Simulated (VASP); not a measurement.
All values below come from SCAN meta-GGA, VASP's PBE PAW potentials (set 64) (plane waves; VASP).

The input files of a VASP run:

INCAR:
```
! general
SYSTEM =P atom
PREC   =Normal
ENCUT  =520
LREAL  =F
LASPH  =T
ISYM   =0

! electronic loop
EDIFF  =1E-6
NELM   =200
ALGO   =All
LMIXTAU=T

! smearing
ISMEAR =0
SIGMA  =0.01

! functional
METAGGA=SCAN

! spin
ISPIN  =2
MAGMOM =3
NUPDOWN=3

! output
LWAVE  =F
LCHARG =F
LORBIT =10
```

**KPOINTS**
```
Automatic mesh
0
gamma
 1 1 1
```

### POSCAR
```
P atom
1
   12.0000000000     0.0000000000     0.0000000000
    0.0000000000    12.5000000000     0.0000000000
    0.0000000000     0.0000000000    13.0000000000
P
1
Direct
  0.0000000000   0.0000000000   0.0000000000
```

POTCAR, in this order: P (PBE.64 set). Program: vasp_gam. Read from the step before: WAVECAR.

Q: What will the output report for the number of irreducible k-points (NKPTS), largest plane-wave count, FFT grid (NGX, NGY, NGZ)?

A: 
```json
{
 "number of irreducible k-points (NKPTS)": "1",
 "largest_plane_wave_count": "26244",
 "FFT grid (NGX, NGY, NGZ)": "70 × 70 × 80"
}
```

The cell is a free atom in a box.
